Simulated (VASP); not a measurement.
Data:

```yaml
crystal:
  lattice:
    - [10.60719, 0.00000, 0.00000]
    - [0.00000, 3.66735, 0.00000]
    - [0.00000, 0.00000, 4.36005]
  atoms:
    - { symbol: Sn, position: [0.15249, 0.25000, 0.02726] }
    - { symbol: Sn, position: [0.34751, 0.75000, 0.52726] }
    - { symbol: Sn, position: [0.84751, 0.75000, 0.97274] }
    - { symbol: Sn, position: [0.65249, 0.25000, 0.47274] }
    - { symbol: Si, position: [0.92586, 0.25000, 0.44143] }
    - { symbol: Si, position: [0.57414, 0.75000, 0.94143] }
    - { symbol: Si, position: [0.07414, 0.75000, 0.55857] }
    - { symbol: Si, position: [0.42586, 0.25000, 0.05857] }
```

Computed with PBEsol GGA, VASP's PBE PAW potentials (set 64) (plane waves; VASP). Numerical set-up: 400 eV cut-off, 4×9×8 Γ-centred mesh, tetrahedra with Blöchl corrections, potentials Sn_d Si.

The cores are frozen, which limits the accuracy of field gradients.

Give the principal components of the electric field gradient (V/Å²) and the asymmetry η at each nucleus.

| atom | Vxx | Vyy | Vzz | η |
|---|---|---|---|---|
| Sn1 | 23.4 | 13.0 | -36.3 | 0.29 |
| Sn2 | 23.4 | 13.0 | -36.3 | 0.29 |
| Sn3 | 23.4 | 13.0 | -36.3 | 0.29 |
| Sn4 | 23.4 | 13.0 | -36.3 | 0.29 |
| Si5 | 13.7 | 0.1 | -13.8 | 0.99 |
| Si6 | 13.7 | 0.1 | -13.8 | 0.99 |
| Si7 | 13.7 | 0.1 | -13.8 | 0.99 |
| Si8 | 13.7 | 0.1 | -13.8 | 0.99 |

The structure was generated: SiSn was put into the GeS type (Pnma), which need not be its known phase. It was relaxed first, which changed the volume by -36 %.
